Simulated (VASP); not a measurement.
```xyz
2
Lattice="0.0000 3.0045 3.0045 3.0045 0.0000 3.0045 3.0045 3.0045 0.0000" Properties=species:S:1:pos:R:3 pbc="T T T"
Ga     0.0000     0.0000     0.0000
Sb     1.5023     1.5023     1.5023
```

The numbers are results of r2SCAN meta-GGA, VASP's PBE PAW potentials (set 64) (plane waves; VASP 6.6.1), not measurements. Numerical set-up: 520 eV cut-off, 8×8×8 Γ-centred mesh, Gaussian smearing of 0.050 eV, potentials Ga_d Sb.

Q: Give the stress tensor in GPa (positive for a compressed cell).

A: 
```
3.87  0.00  0.00
0.00  3.87  0.00
0.00  0.00  3.87
```
The pressure is its mean diagonal, 3.87 GPa.

The compound is GaSb in the zinc blende structure. This cell is one point of a volume scan, at 0.94 of the reference volume.
